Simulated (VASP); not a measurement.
Here is the system:

```
CELL_PARAMETERS angstrom
      1.75529    -3.09894     0.00000
      1.75529     3.09894     0.00000
      0.00000     0.00000     5.67754
ATOMIC_POSITIONS crystal
  Tb 0.33333 0.66667 0.25000
  Tb 0.68434 0.35100 0.75000
```

Calculation: PBE GGA, VASP's PBE PAW potentials (set 64) (plane waves; VASP 6.6.1). Run with EDIFF = 1E-2, 400 eV cut-off, 11×11×6 Γ-centred mesh, first-order Methfessel-Paxton smearing of 0.10 eV, potentials Tb_3.

The 4f electrons are frozen in the core of the lanthanide potential, so 4f levels, which can set the real gap, and their magnetism are missing.

Q: Estimate the energy per atom (σ→0), pressure, largest force, band gap (on the k-mesh) with the smallest direct gap where there is one.

A: 
```yaml
band gap (on the k-mesh): none (metal, semimetal or under 0.01 eV)
energy per atom (σ→0): -4.541 eV/atom
pressure: -1.58 GPa
largest_force: 0.056 eV/Å
```

Only differences to runs with the same potentials and settings are physical.

The compound is Tb in the hcp structure. The cell was not relaxed at this level, atoms are displaced from their ideal sites. The run is one of a series of settings (EDIFF = 1E-2 against the base run), some of them coarse on purpose.
